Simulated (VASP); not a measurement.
Data:

```
BeS
1.0
    0.00000     2.43347     2.43347
    2.43347     0.00000     2.43347
    2.43347     2.43347     0.00000
Be S
1 1
Direct
  0.00000   0.00000   0.00000
  0.25000   0.25000   0.25000
```

Level of theory: optB86b-vdW, VASP's PBE PAW potentials (set 64) (plane waves; VASP). Numerical set-up: 520 eV cut-off, Gaussian smearing of 0.050 eV, potentials Be S.

Give the energies of bands 2 to 7 at the high-symmetry points, in eV from the valence-band maximum.

```tsv
band	Γ	X	U	L	W
2	0.00	-4.95	-4.49	-5.71	-4.19
3	0.00	-2.60	-4.03	-1.01	-3.81
4	0.00	-2.60	-2.15	-1.01	-3.29
5	5.72	3.14	4.39	5.48	6.46
6	5.72	4.96	7.52	6.60	8.11
7	5.72	12.76	10.56	6.60	8.45
```

The gap is indirect, 3.14 eV, from the valence maximum at Γ to the conduction minimum at X.

The compound is BeS in the zinc blende structure. It was relaxed first.
